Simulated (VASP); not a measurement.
## Au (relaxed from the beta-Sn structure, space group I4_1/amd): computed properties

Calculation: PBEsol GGA, VASP's PBE PAW potentials (set 64) (plane waves; VASP).

```json
{
  "space_group": "I4_1/amd (141)",
  "cell": "a = b = 5.240 Å, c = 2.708 Å, α = β = γ = 90.00°",
  "volume_per_atom": "18.59 Å³/atom",
  "band gap (over mesh and band path)": "none (metal, semimetal or under 0.01 eV)",
  "density": "17.60 g/cm³"
}
```

```cif
data_Au4
_chemical_formula_sum 'Au4'
_space_group_name_H-M_alt 'I41/amd :1'
_space_group_IT_number 141
_space_group_name_Hall 'I 4bw 2bw -1bw'
_cell_length_a 5.23993
_cell_length_b 5.23993
_cell_length_c 2.70796
_cell_angle_alpha 90.000
_cell_angle_beta 90.000
_cell_angle_gamma 90.000
loop_
_atom_site_label
_atom_site_type_symbol
_atom_site_symmetry_multiplicity
_atom_site_Wyckoff_symbol
_atom_site_fract_x
_atom_site_fract_y
_atom_site_fract_z
_atom_site_occupancy
Au1 Au 4 a 0.00000 0.00000 0.00000 1
```
(The calculation used a cell of 2 atoms; values per cell refer to that cell.)

Unless said otherwise, spin-orbit coupling is left out, though it shifts the bands of the heavy elements here.

The structure was generated: Au was put into the beta-Sn type (I4_1/amd), which need not be its known phase. It was relaxed first. Symmetry was kept, so distortions that lower it aren't found.
